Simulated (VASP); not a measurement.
Computed with r2SCAN meta-GGA, VASP's PBE PAW potentials (set 64) (plane waves; VASP).

VASP ran on this input.

**INCAR**
```
ALGO=Normal
EDIFF=1E-7
EDIFFG=-0.01
ENCUT=600
IBRION=2
ISIF=3
ISMEAR=0
LASPH=.True.
LCHARG=.False.
LMIXTAU=.True.
LREAL=.False.
LWAVE=.False.
METAGGA=R2SCAN
NELM=100
NSW=40
PREC=Accurate
PSTRESS=20
SIGMA=0.05
SYSTEM=BN
```

KPOINTS:
```
kpoints
0
gamma
  10 10 6
```

**POSCAR**
```
BN
1.0
  1.2710837754  -2.2015818987   0.0000000000
  1.2710837754   2.2015818987   0.0000000000
  0.0000000000   0.0000000000   4.2047304757
B N
2 2
Cartesian
  1.2710837754  -0.7338621006   2.1032173912
  1.2710837754   0.7338621006   0.0008521534
  1.2710837754  -0.7338621006   3.6782870129
  1.2710837754   0.7338621006   1.5759217750
```

POTCAR, in this order: B N (PBE.64 set). Program: vasp_std.

The resulting files:

**OUTCAR**
```
 ion  position               nearest neighbor table
   1  0.667  0.333  0.500-   4 1.56   4 1.56   4 1.56   3 1.58
   2  0.333  0.667  0.000-   3 1.56   3 1.56   3 1.56   4 1.58
   3  0.667  0.333  0.875-   2 1.56   2 1.56   2 1.56   1 1.58
   4  0.333  0.667  0.375-   1 1.56   1 1.56   1 1.56   2 1.58
  LATTYP: Found a hexagonal cell.
 ALAT       =     2.5421677405
 C/A-ratio  =     1.6539941125
 Subroutine PRICEL returns:
 Original cell was already a primitive cell.
 Subroutine GETGRP returns: Found 12 space group operations
The static configuration has the point symmetry C_3v.
 The point group associated with its full space group is C_6v.
The dynamic configuration has the point symmetry C_3v.
 Subroutine INISYM returns: Found 12 space group operations
 Subroutine IBZKPT returns following result:
 Found     56 irreducible k-points:

 Following reciprocal coordinates:
            Coordinates               Weight
  0.000000  0.000000  0.000000      1.000000
  0.100000  0.000000  0.000000      6.000000
  0.200000  0.000000  0.000000      6.000000
  0.300000  0.000000  0.000000      6.000000
  0.400000  0.000000  0.000000      6.000000
...
```

### OSZICAR
```
       N       E                     dE             d eps       ncg     rms          rms(c)
DAV:   1     0.534406420324E+02    0.53441E+02   -0.98003E+03  1344   0.150E+03
DAV:   2    -0.416637587892E+02   -0.95104E+02   -0.88274E+02  1900   0.321E+02
DAV:   3    -0.447654808947E+02   -0.31017E+01   -0.30884E+01  1784   0.565E+01
DAV:   4    -0.447847094360E+02   -0.19229E-01   -0.19210E-01  1688   0.455E+00
DAV:   5    -0.447849562028E+02   -0.24677E-03   -0.24666E-03  1760   0.471E-01    0.939E+00
DAV:   6    -0.381736871778E+02    0.66113E+01   -0.33179E+00  1692   0.162E+01    0.535E+00
DAV:   7    -0.382245410057E+02   -0.50854E-01   -0.80857E-01  1548   0.999E+00    0.250E+00
DAV:   8    -0.394731494664E+02   -0.12486E+01   -0.91140E-01  1444   0.101E+01    0.160E+00
DAV:   9    -0.380751381874E+02    0.13980E+01   -0.39899E-01  1368   0.780E+00    0.331E-01
DAV:  10    -0.382632682353E+02   -0.18813E+00   -0.67904E-02  1440   0.308E+00    0.156E-01
DAV:  11    -0.382679422540E+02   -0.46740E-02   -0.59409E-03  1576   0.998E-01    0.152E-01
DAV:  12    -0.382680387315E+02   -0.96477E-04   -0.33314E-03  1648   0.581E-01    0.970E-02
DAV:  13    -0.382711550592E+02   -0.31163E-02   -0.11595E-03  1476   0.409E-01    0.439E-02
DAV:  14    -0.382712945127E+02   -0.13945E-03   -0.11867E-04  1656   0.128E-01    0.518E-03
DAV:  15    -0.382712964949E+02   -0.19821E-05   -0.52486E-06  1648   0.303E-02    0.389E-03
DAV:  16    -0.382712964546E+02    0.40309E-07   -0.27360E-07  1432   0.795E-03
   1 F= -.37977534E+02 E0= -.37977534E+02  d E =-.379775E+02
```

File OUTCAR:
```
------------------------ aborting loop because EDIFF is reached ----------------------------------------
  FORCE on cell =-STRESS in cart. coord.  units (eV):
  Direction    XX          YY          ZZ          XY          YZ          ZX
  --------------------------------------------------------------------------------------
  Total        0.3090265      0.3090265      0.3124556      0.0000000     -0.0000000      0.0000000
  in kB       21.0391937     21.0391979     21.2726545      0.0000000     -0.0000000      0.0000000
  external PRESSURE =       1.1170153 kB  Pullay stress =      20.0000000 kB
  volume of cell :       23.53
      direct lattice vectors                 reciprocal lattice vectors
     1.271083775 -2.201581899  0.000000000     0.393365103 -0.227109425  0.000000000
     1.271083775  2.201581899  0.000000000     0.393365103  0.227109425  0.000000000
     0.000000000  0.000000000  4.204730476     0.000000000  0.000000000  0.237827372
  FREE ENERGIE OF THE ION-ELECTRON SYSTEM (eV)
  ---------------------------------------------------
  free  energy   TOTEN  =       -38.2712964546 eV

  energy  without entropy=      -38.2712964546  energy(sigma->0) =      -38.27129645
  enthalpy is  TOTEN    =       -37.9775337941 eV   P V=        0.2937626604

 reached required accuracy - stopping structural energy minimisation
```
(Selected blocks of OUTCAR.)

The compound is BN in the wurtzite structure, a metastable high-pressure form. It was relaxed first under an external pressure of 2 GPa.
